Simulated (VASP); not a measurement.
Here is the system:

```
HgMg3Te4
1.0
    0.00620     6.46279     6.44809
    6.46279     0.00620     6.44809
    3.23449     3.23449     0.00000
Mg Te Hg
3 4 1
Direct
  0.00085   0.00085   0.99831
  0.00190   0.49819   0.99991
  0.49819   0.00190   0.99991
  0.12479   0.12479   0.25042
  0.12029   0.62655   0.25316
  0.62655   0.12029   0.25316
  0.62768   0.62768   0.24464
  0.49975   0.49975   0.00049
```

These are PBEsol GGA, VASP's PBE PAW potentials (set 64) (plane waves; VASP) values and carry that method's errors. Numerical set-up: 400 eV cut-off, Gaussian smearing of 0.050 eV, potentials Mg Te Hg.

Unless said otherwise, spin-orbit coupling is left out, though it shifts the bands of the heavy elements here.

### Question
Predict the band gap (along the path) with the smallest direct gap where there is one.

### Answer

| Item | Result |
|---|---|
| band gap (along the path) | 0.90 eV |
| smallest direct gap (along the path) | 0.90 eV |

The absolute energy has meaning only against runs of the same code, potentials and settings.

The structure was generated: HgMg3Te4 was put into an ordered model structure (Amm2), which need not be its known phase. It was relaxed first.
